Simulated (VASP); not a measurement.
Here is a VASP 6.6.1 calculation.

File INCAR:

```
PREC = Accurate
ENCUT = 520
EDIFF = 1E-6
ISMEAR = 0
SIGMA = 0.1
LREAL = F
LASPH = T
NELM = 100
ALGO = Fast
ISIF = 2
LWAVE = F
LCHARG = T
GGA = PE
LELF = T
LVHAR = T
NBANDS = 21
```

KPOINTS

```
regular mesh
0
Gamma
  12 12 12
```

POSCAR

```
Na2C3
1.0
    3.8323632356      2.2126159457      1.4835038848
   -3.8323632356      2.2126159457      1.4835038848
    0.0000000000     -4.4252318914      1.4835038847
Na C
2 3
Direct
    0.7397432911      0.7397432911      0.7397432911
    0.2602567089      0.2602567089      0.2602567089
    0.0000000000      0.5000000000      0.0000000000
    0.0000000000      0.0000000000      0.5000000000
    0.5000000000      0.0000000000      0.0000000000
```

Potentials or basis: VASP PAW PBE potentials, release 64 (Na_pv, C).

Command:

```console
$ cat potpaw_PBE.64/Na_pv/POTCAR potpaw_PBE.64/C/POTCAR > POTCAR
$ mpirun -np 1 vasp_std > vasp.out
```

What does it give for the pressure?

0.2 GPa.

Predict the band gap on the k mesh.

none (metal or under the smearing width).

Forces on the atoms (eV/Å):
```
Na   0.000  0.000 -0.003
Na   0.000  0.000  0.003
C    0.000  0.000  0.000
C    0.000  0.000  0.000
C    0.000  0.000  0.000
```
